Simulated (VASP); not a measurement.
# Y with SCAN: from relaxation to properties, part 4 of 5

What structure does Y take at this level, and what are its properties? The start is a cell from a database of measured crystal structures.

VASP 6.6.1; SCAN; plane waves and PAW (Y_sv).

Still holding for the runs below: The k-mesh is coarse for a metal.

So far. Step 6 (Total and projected DOS (SCAN)): The finer mesh and the other smearing move the Fermi level by +0.01 eV from the 7×7×4 run, a small shift, which tests the Fermi level alone. Of the states within 0.3 eV of the Fermi level, the largest shares in the PAW spheres are Y d 41 % and Y p 19 %. The rest lies in smaller channels or between the spheres. Step 7 (Volume scan with SCAN, volume scale 0.94): The pressure here is 3.11 GPa.

## Step 8: Volume scan with SCAN, volume scale 0.96

Contents of INCAR:

```
SYSTEM = Y
PREC = Accurate
ENCUT = 400
EDIFF = 1E-06
NELM = 100
ISMEAR = 1
SIGMA = 0.2
LREAL = .FALSE.
ALGO = Normal
METAGGA = SCAN
LASPH = .TRUE.
NBANDS = 17
LORBIT = 11
LWAVE = .FALSE.
LCHARG = .FALSE.
KPAR = 2
ISIF = 2
```

Contents of POSCAR:

```
Y
1.0
    3.6273239452      0.0000000000      0.0000000000
   -1.8136619726      3.1413546843      0.0000000000
    0.0000000000      0.0000000000      5.5787883906
Y
2
Direct
    0.3333333333      0.6666666667      0.2500000000
    0.6666666667      0.3333333333      0.7500000000
```

Contents of KPOINTS:

```
Automatic mesh
0
Gamma
7 7 4
0 0 0
```

The projector-augmented-wave data sets are Y_sv (PBE family, release 64).

Started as:

```sh
mpirun -np 2 vasp_std
```

The log of the run:

```text
[... set-up lines as in an earlier step ...]
 entering main loop
       N       E                     dE             d eps       ncg     rms          rms(c)
DAV:   1     0.323969297779E+02    0.32397E+02   -0.10294E+04   824   0.105E+03
DAV:   2    -0.540709459948E+02   -0.86468E+02   -0.85160E+02  1045   0.242E+02
DAV:   3    -0.628347830175E+02   -0.87638E+01   -0.87092E+01  1546   0.434E+01
DAV:   4    -0.630189139501E+02   -0.18413E+00   -0.18385E+00   942   0.738E+00
DAV:   5    -0.630239252888E+02   -0.50113E-02   -0.50109E-02  1154   0.891E-01    0.337E+01
DAV:   6    -0.558994131911E+02    0.71245E+01   -0.11935E+01  1049   0.138E+01    0.241E+01
DAV:   7    -0.556325594060E+02    0.26685E+00   -0.11132E+00  1529   0.690E+00    0.703E+00
DAV:   8    -0.556450768213E+02   -0.12517E-01   -0.10143E-01   957   0.268E+00    0.122E+00
DAV:   9    -0.556427713685E+02    0.23055E-02   -0.19952E-02   923   0.934E-01    0.298E-01
DAV:  10    -0.556422051974E+02    0.56617E-03   -0.16352E-03  1148   0.301E-01    0.241E-01
DAV:  11    -0.556420751053E+02    0.13009E-03   -0.10531E-04  1256   0.706E-02    0.169E-01
DAV:  12    -0.556420065345E+02    0.68571E-04   -0.17984E-05   967   0.431E-02    0.158E-02
DAV:  13    -0.556420319921E+02   -0.25458E-04   -0.25721E-06   876   0.125E-02    0.151E-02
DAV:  14    -0.556420377142E+02   -0.57221E-05   -0.16015E-07   559   0.367E-03    0.126E-03
DAV:  15    -0.556420373933E+02    0.32088E-06   -0.44380E-08   519   0.179E-03
   1 F= -.55642037E+02 E0= -.55643476E+02  d E =0.431499E-02
```

It took 30 s on 2 MPI ranks of Intel Xeon 6975P-C (Granite Rapids), shared host; peak memory 0.32 GiB; 53 s of CPU time.

From OUTCAR (step 8):

```text
   ENCUT  =  400.0 eV  29.40 Ry    5.42 a.u.   5.92  5.92  9.10*2*pi/ulx,y,z

   NELECT =      22.0000    total number of electrons

 E-fermi :   3.1842

 k-point     1 :       0.0000    0.0000    0.0000
  band No.  band energies     occupation
    ...
      6     -19.9955      2.00000
      7     -19.9954      2.00000
      8     -19.9393      2.00000
      9      -1.7498      2.00000
     10       1.2583      2.00000
     11       4.2030     -0.00000
     12       5.1367     -0.00000
     13       5.1369     -0.00000
     14       5.6275     -0.00000
     15       5.8544     -0.00000
    ...

  Total        0.7843582      0.7843582      0.7913715      0.0000000      0.0000000      0.0000000
  in kB       19.7688678     19.7688678     19.9456316      0.0000000      0.0000000      0.0000000
  external PRESSURE =      19.8277891 kB  Pullay stress =       0.0000000 kB

 POSITION                                       TOTAL-FORCE (eV/Angst)
 -----------------------------------------------------------------------------------
     -0.00000      2.09424      1.39470        -0.000000      0.000000      0.000000
      1.81366      1.04712      4.18409         0.000000     -0.000000      0.000000
 -----------------------------------------------------------------------------------
    total drift:                                0.000000     -0.000000      0.000000

  FREE ENERGIE OF THE ION-ELECTRON SYSTEM (eV)
  ---------------------------------------------------
  free  energy   TOTEN  =       -55.6420373933 eV

  energy  without entropy=      -55.6463523818  energy(sigma->0) =      -55.64347572

[... 5 parts as in an earlier step ...]

[... 11 further parts left out ...]
```

This step gave:

- free energy (TOTEN): -55.6420 eV
- energy at zero smearing: -55.6435 eV
- Fermi energy: 3.184 eV
- pressure: 1.983 GPa

The pressure falls from 3.11 to 1.98 GPa.

The run ends at a pressure of 1.98 GPa.

## Step 9: Volume scan with SCAN, volume scale 0.98

INCAR is that of step 8.

Contents of POSCAR:

```
Y
1.0
    3.6523407630      0.0000000000      0.0000000000
   -1.8261703814      3.1630198840      0.0000000000
    0.0000000000      0.0000000000      5.6172640091
Y
2
Direct
    0.3333333333      0.6666666667      0.2500000000
    0.6666666667      0.3333333333      0.7500000000
```

KPOINTS is that of step 8.

Started as:

```sh
mpirun -np 2 vasp_std
```

The log of the run:

```text
[... set-up lines as in an earlier step ...]
 entering main loop
       N       E                     dE             d eps       ncg     rms          rms(c)
DAV:   1     0.362588717852E+02    0.36259E+02   -0.10289E+04   816   0.105E+03
DAV:   2    -0.536829877687E+02   -0.89942E+02   -0.88575E+02  1027   0.247E+02
DAV:   3    -0.627777711358E+02   -0.90948E+01   -0.90228E+01  1495   0.445E+01
DAV:   4    -0.630029031810E+02   -0.22513E+00   -0.22488E+00   972   0.777E+00
[...]
DAV:  15    -0.556548619404E+02    0.11390E-05   -0.64840E-08   543   0.212E-03    0.542E-04
DAV:  16    -0.556548635498E+02   -0.16094E-05   -0.21398E-08   491   0.113E-03    0.597E-04
DAV:  17    -0.556548638168E+02   -0.26706E-06   -0.75648E-09   476   0.583E-04
   1 F= -.55654864E+02 E0= -.55656391E+02  d E =0.458089E-02
```

Wall time 27 s (2 MPI ranks); peak memory 0.33 GiB; 47 s of CPU time.

OUTCAR, selected parts (step 9):

```text
  Total        0.3930589      0.3930589      0.3624545      0.0000000      0.0000000     -0.0000000
  in kB        9.7044329      9.7044329      8.9488263      0.0000000      0.0000000     -0.0000000
  external PRESSURE =       9.4525640 kB  Pullay stress =       0.0000000 kB

 POSITION                                       TOTAL-FORCE (eV/Angst)
 -----------------------------------------------------------------------------------
     -0.00000      2.10868      1.40432        -0.000000      0.000000      0.000000
      1.82617      1.05434      4.21295         0.000000     -0.000000      0.000000
 -----------------------------------------------------------------------------------
    total drift:                               -0.000000      0.000000     -0.000000

  FREE ENERGIE OF THE ION-ELECTRON SYSTEM (eV)
  ---------------------------------------------------
  free  energy   TOTEN  =       -55.6548638168 eV

  energy  without entropy=      -55.6594447112  energy(sigma->0) =      -55.65639078

[... 1 part as in an earlier step ...]

[... 2 further parts left out ...]
[key lines of the parts left out:]
E-fermi :   3.0748
```

The pressure falls from 1.98 to 0.95 GPa.

The run ends at a pressure of 0.95 GPa.

## Step 10: Volume scan with SCAN, volume scale 1

INCAR is that of step 9.

Contents of POSCAR:

```
Y
1.0
    3.6770194897      0.0000000000      0.0000000000
   -1.8385097448      3.1843922883      0.0000000000
    0.0000000000      0.0000000000      5.6552196470
Y
2
Direct
    0.3333333333      0.6666666667      0.2500000000
    0.6666666667      0.3333333333      0.7500000000
```

KPOINTS is that of step 9.

Started as:

```sh
mpirun -np 2 vasp_std
```

The log of the run:

```text
[... set-up lines as in an earlier step ...]
 entering main loop
       N       E                     dE             d eps       ncg     rms          rms(c)
DAV:   1     0.342446293166E+02    0.34245E+02   -0.10427E+04   816   0.105E+03
DAV:   2    -0.535479025349E+02   -0.87793E+02   -0.86482E+02   994   0.245E+02
DAV:   3    -0.627535899712E+02   -0.92057E+01   -0.91358E+01  1502   0.444E+01
DAV:   4    -0.629804799382E+02   -0.22689E+00   -0.22675E+00   942   0.798E+00
[...]
DAV:  13    -0.556598760280E+02   -0.90094E-04   -0.47508E-06   950   0.147E-02    0.158E-02
DAV:  14    -0.556598904005E+02   -0.14373E-04   -0.37447E-07   561   0.608E-03    0.183E-03
DAV:  15    -0.556598897631E+02    0.63741E-06   -0.70876E-08   541   0.223E-03
   1 F= -.55659890E+02 E0= -.55661414E+02  d E =0.457387E-02
```

It took 23 s on 2 MPI ranks; peak memory 0.33 GiB.

OUTCAR, selected parts (step 10):

```text
  Total        0.0085281      0.0085281      0.0083890      0.0000000      0.0000000     -0.0000000
  in kB        0.2063441      0.2063441      0.2029775      0.0000000      0.0000000     -0.0000000
  external PRESSURE =       0.2052219 kB  Pullay stress =       0.0000000 kB

 POSITION                                       TOTAL-FORCE (eV/Angst)
 -----------------------------------------------------------------------------------
     -0.00000      2.12293      1.41380        -0.000000     -0.000000      0.000000
      1.83851      1.06146      4.24141         0.000000      0.000000      0.000000
 -----------------------------------------------------------------------------------
    total drift:                               -0.000000      0.000000     -0.000000

  FREE ENERGIE OF THE ION-ELECTRON SYSTEM (eV)
  ---------------------------------------------------
  free  energy   TOTEN  =       -55.6598897631 eV

  energy  without entropy=      -55.6644636282  energy(sigma->0) =      -55.66141438

[... 2 parts as in an earlier step ...]

[... 1 further part left out ...]
[key lines of the parts left out:]
E-fermi :   2.9694
```

The pressure falls from 0.95 to 0.02 GPa.

The run ends at a pressure of 0.02 GPa.

## Step 11: Volume scan with SCAN, volume scale 1.02

INCAR is that of step 10.

Contents of POSCAR:

```
Y
1.0
    3.7013713218      0.0000000000      0.0000000000
   -1.8506856609      3.2054815936      0.0000000000
    0.0000000000      0.0000000000      5.6926725242
Y
2
Direct
    0.3333333333      0.6666666667      0.2500000000
    0.6666666667      0.3333333333      0.7500000000
```

KPOINTS is that of step 10.

Started as:

```sh
mpirun -np 2 vasp_std
```

The log of the run:

```text
[... set-up lines as in an earlier step ...]
 entering main loop
       N       E                     dE             d eps       ncg     rms          rms(c)
DAV:   1     0.318404354238E+02    0.31840E+02   -0.10254E+04   832   0.104E+03
DAV:   2    -0.541372556485E+02   -0.85978E+02   -0.84714E+02  1037   0.243E+02
DAV:   3    -0.627551444044E+02   -0.86179E+01   -0.85844E+01  1542   0.427E+01
DAV:   4    -0.629533762428E+02   -0.19823E+00   -0.19812E+00   965   0.769E+00
[...]
DAV:  13    -0.556579396265E+02   -0.14092E-03   -0.55984E-06   860   0.173E-02    0.116E-02
DAV:  14    -0.556579415064E+02   -0.18799E-05   -0.34827E-07   556   0.557E-03    0.145E-03
DAV:  15    -0.556579413056E+02    0.20080E-06   -0.10819E-07   500   0.276E-03
   1 F= -.55657941E+02 E0= -.55659392E+02  d E =0.435171E-02
```

Elapsed: 22 s, on 2 MPI ranks; peak memory 0.32 GiB.

OUTCAR, selected parts (step 11):

```text
  Total       -0.3480844     -0.3480844     -0.3107664     -0.0000000      0.0000000     -0.0000000
  in kB       -8.2570133     -8.2570133     -7.3717818     -0.0000000      0.0000000     -0.0000000
  external PRESSURE =      -7.9619361 kB  Pullay stress =       0.0000000 kB

 POSITION                                       TOTAL-FORCE (eV/Angst)
 -----------------------------------------------------------------------------------
     -0.00000      2.13699      1.42317         0.000000     -0.000000      0.000000
      1.85069      1.06849      4.26950        -0.000000      0.000000      0.000000
 -----------------------------------------------------------------------------------
    total drift:                               -0.000000      0.000000     -0.000000

  FREE ENERGIE OF THE ION-ELECTRON SYSTEM (eV)
  ---------------------------------------------------
  free  energy   TOTEN  =       -55.6579413056 eV

  energy  without entropy=      -55.6622930110  energy(sigma->0) =      -55.65939187

[... 1 part as in an earlier step ...]

[... 2 further parts left out ...]
[key lines of the parts left out:]
E-fermi :   2.8679
```

The pressure falls from 0.02 to -0.80 GPa.

The run ends at a pressure of -0.80 GPa.

## Step 12: Volume scan with SCAN, volume scale 1.04

INCAR is that of step 11.

Contents of POSCAR:

```
Y
1.0
    3.7254068740      0.0000000000      0.0000000000
   -1.8627034370      3.2262969923      0.0000000000
    0.0000000000      0.0000000000      5.7296389660
Y
2
Direct
    0.3333333333      0.6666666667      0.2500000000
    0.6666666667      0.3333333333      0.7500000000
```

KPOINTS is that of step 11.

Started as:

```sh
mpirun -np 2 vasp_std
```

The log of the run:

```text
[... set-up lines as in an earlier step ...]
 entering main loop
       N       E                     dE             d eps       ncg     rms          rms(c)
DAV:   1     0.300193459452E+02    0.30019E+02   -0.10354E+04   824   0.104E+03
DAV:   2    -0.543245596490E+02   -0.84344E+02   -0.83041E+02  1053   0.241E+02
DAV:   3    -0.627266970600E+02   -0.84021E+01   -0.83346E+01  1529   0.428E+01
DAV:   4    -0.629188726486E+02   -0.19218E+00   -0.19208E+00   910   0.752E+00
[...]
DAV:  15    -0.556497389689E+02    0.13049E-05   -0.83043E-08   505   0.246E-03    0.628E-04
DAV:  16    -0.556497423913E+02   -0.34224E-05   -0.30255E-08   513   0.158E-03    0.733E-04
DAV:  17    -0.556497433173E+02   -0.92604E-06   -0.99562E-09   497   0.706E-04
   1 F= -.55649743E+02 E0= -.55651060E+02  d E =0.394996E-02
```

Wall time 30 s (2 MPI ranks); peak memory 0.33 GiB; 52 s of CPU time.

Parts of OUTCAR (step 12):

```text
  Total       -0.6830072     -0.6830072     -0.6154458      0.0000000      0.0000000     -0.0000000
  in kB      -15.8902443    -15.8902443    -14.3184199      0.0000000      0.0000000     -0.0000000
  external PRESSURE =     -15.3663028 kB  Pullay stress =       0.0000000 kB

 POSITION                                       TOTAL-FORCE (eV/Angst)
 -----------------------------------------------------------------------------------
     -0.00000      2.15086      1.43241         0.000000      0.000000      0.000000
      1.86270      1.07543      4.29723        -0.000000     -0.000000      0.000000
 -----------------------------------------------------------------------------------
    total drift:                               -0.000000      0.000000     -0.000000

  FREE ENERGIE OF THE ION-ELECTRON SYSTEM (eV)
  ---------------------------------------------------
  free  energy   TOTEN  =       -55.6497433173 eV

  energy  without entropy=      -55.6536932802  energy(sigma->0) =      -55.65105997

[... 1 part as in an earlier step ...]

[... 2 further parts left out ...]
[key lines of the parts left out:]
E-fermi :   2.7707
```

The pressure falls from -0.80 to -1.54 GPa.

The run ends at a pressure of -1.54 GPa.

## Step 13: Volume scan with SCAN, volume scale 1.06

A prediction first. A parabola through the 6 pressures of evenly scaled cells so far, P = 0.03 -43.7 t +100 t² GPa with t = ln(V/V₁) and V₁ the volume at scale 1, gives -2.18 GPa at t = +0.0583.

INCAR is that of step 12.

Contents of POSCAR:

```
Y
1.0
    3.7491362200      0.0000000000      0.0000000000
   -1.8745681099      3.2468472088      0.0000000000
    0.0000000000      0.0000000000      5.7661344657
Y
2
Direct
    0.3333333333      0.6666666667      0.2500000000
    0.6666666667      0.3333333333      0.7500000000
```

KPOINTS is that of step 12.

Started as:

```sh
mpirun -np 2 vasp_std
```

The log of the run:

```text
[... set-up lines as in an earlier step ...]
 entering main loop
       N       E                     dE             d eps       ncg     rms          rms(c)
DAV:   1     0.324741989883E+02    0.32474E+02   -0.10262E+04   832   0.103E+03
DAV:   2    -0.537838644372E+02   -0.86258E+02   -0.84996E+02  1020   0.245E+02
DAV:   3    -0.626815502977E+02   -0.88977E+01   -0.88202E+01  1555   0.430E+01
DAV:   4    -0.628828372727E+02   -0.20129E+00   -0.20116E+00   930   0.754E+00
[...]
DAV:  17    -0.556357667143E+02   -0.18401E-05   -0.13113E-08   485   0.867E-04    0.350E-04
DAV:  18    -0.556357649097E+02    0.18046E-05   -0.48099E-09   480   0.505E-04    0.179E-04
DAV:  19    -0.556357644764E+02    0.43325E-06   -0.20831E-09   475   0.270E-04
   1 F= -.55635764E+02 E0= -.55636898E+02  d E =0.339933E-02
```

Elapsed: 43 s, on 2 MPI ranks; peak memory 0.33 GiB; 75 s of CPU time.

OUTCAR, selected parts (step 13):

```text
  Total       -1.0082947     -1.0082947     -0.9224106     -0.0000000      0.0000000      0.0000000
  in kB      -23.0154902    -23.0154902    -21.0550872     -0.0000000      0.0000000      0.0000000
  external PRESSURE =     -22.3620225 kB  Pullay stress =       0.0000000 kB

 POSITION                                       TOTAL-FORCE (eV/Angst)
 -----------------------------------------------------------------------------------
     -0.00000      2.16456      1.44153        -0.000000     -0.000000      0.000000
      1.87457      1.08228      4.32460         0.000000      0.000000      0.000000
 -----------------------------------------------------------------------------------
    total drift:                               -0.000000      0.000000     -0.000000

  FREE ENERGIE OF THE ION-ELECTRON SYSTEM (eV)
  ---------------------------------------------------
  free  energy   TOTEN  =       -55.6357644764 eV

  energy  without entropy=      -55.6391638071  energy(sigma->0) =      -55.63689759

[... 1 part as in an earlier step ...]

[... 2 further parts left out ...]
[key lines of the parts left out:]
E-fermi :   2.6779
```

The pressure falls from -1.54 to -2.24 GPa. The parabola predicted -2.18 GPa, +0.05 GPa off.

## Step 14: Comparing the runs

Times are for 2 MPI ranks of Intel Xeon 6975P-C (Granite Rapids), shared host. Results by setting:

| no. | volume scale | energy above the lowest point (meV/atom) | pressure (GPa) | time | memory (GiB) |
| --- | --- | --- | --- | --- | --- |
| 1 | 0.94 | 19.85 | 3.107 | 31 s | 0.32 |
| 2 | 0.96 | 8.97 | 1.983 | 30 s | 0.32 |
| 3 | 0.98 | 2.51 | 0.9453 | 27 s | 0.33 |
| 4 | 1 | 0 | 0.02052 | 23 s | 0.33 |
| 5 | 1.02 | 1.01 | -0.7962 | 22 s | 0.32 |
| 6 | 1.04 | 5.18 | -1.537 | 30 s | 0.33 |
| 7 | 1.06 | 12.26 | -2.236 | 43 s | 0.33 |

## Step 15: Fit for SCAN

This step: Birch-Murnaghan fit, SCAN; plane waves and PAW (VASP 6.6.1).

This step runs nothing: it gathers the runs above.

This step gave:

```
pressure derivative of the bulk modulus : 4.393
r.m.s. error of the fit                 : 1.11e-5 eV/atom
minimum inside the sampled range        : yes
bulk modulus                            : 42.05 GPa
equilibrium volume of the fit           : 33.24 Å³/atom
```

The energy above the fitted minimum by volume:

| volume (Å³/atom) | energy above the fitted minimum (eV/atom) |
| --- | --- |
| 31.12 | 0.0199 |
| 31.78 | 0.00905 |
| 32.45 | 0.00259 |
| 33.11 | 8.0e-5 |
| 33.77 | 0.00109 |
| 34.43 | 0.00526 |
| 35.10 | 0.0123 |

The fitted volume lies +0.40 % from the relaxed one. At a finite cutoff and mesh the minimum of the energy and the zero of the stress don't quite coincide, and the relaxation stops at a threshold.

[end of part 4 of 5]

[Lines on the potential files, build, host, timing and source positions are cut from VASP's logs without a mark.]

[Logs are printed without paths, hosts, clocks, repeated set-up lines and the standing remarks that a program may print on its own settings, such as how far it seeks lower states.]

[Hosts, paths, dates, database ids (printed as entryN), source tags and the programs' standing remarks are cut or masked in the printed files.]

[A measured line is paired with the nearest computed mode of its activity, which favours agreement.]
